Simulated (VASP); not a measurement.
All values below come from PBE GGA, VASP's PBE PAW potentials (set 64) (plane waves; VASP 6.6.1).

A VASP calculation is set up with these files.

**POSCAR**
```
TiB2
3.09060
  0.5000000000  -0.8660253672   0.0000000000
  0.5000000000   0.8660253672   0.0000000000
  0.0000000000   0.0000000000   1.0660066007
Ti B
1 2
Cart
  0.0000000000   0.0000000000   0.0000000000
  0.5000000000   0.2886756998   0.5330033003
  0.5000000000  -0.2886756998   0.5330033003
```

### KPOINTS
```
Automatic mesh
0
Gamma
10 10 8
0 0 0
```

### INCAR
```
ALGO  =  Normal
EDIFF  =  1E-6
ENCUT  =  520
GGA  =  PE
ISIF  =  2
ISMEAR  =  1
LASPH  =  .TRUE.
LCHARG  =  .FALSE.
LMAXMIX  =  4
LREAL  =  .FALSE.
LWAVE  =  .FALSE.
NELM  =  100
PREC  =  Low
SIGMA  =  0.1
SYSTEM  =  TiB2
```

POTCAR, in this order: Ti_sv B (PBE.64 set). Program: vasp_std.

### Question
What will the output report for the number of irreducible k-points (NKPTS), number of bands (NBANDS), largest plane-wave count, number of space-group operations, FFT grid (NGX, NGY, NGZ)?

### Answer

```
Quantity                                      Result
--------------------------------------  ------------
number of irreducible k-points (NKPTS)            70
number of bands (NBANDS)                          13
largest plane-wave count                         752
number of space-group operations                  24
FFT grid (NGX, NGY, NGZ)                18 × 18 × 18
```

The compound is TiB2 in the AlB2 type structure. The cell was not relaxed at this level. The run is one of a series of settings (PREC = Low against the base run), some of them coarse on purpose.
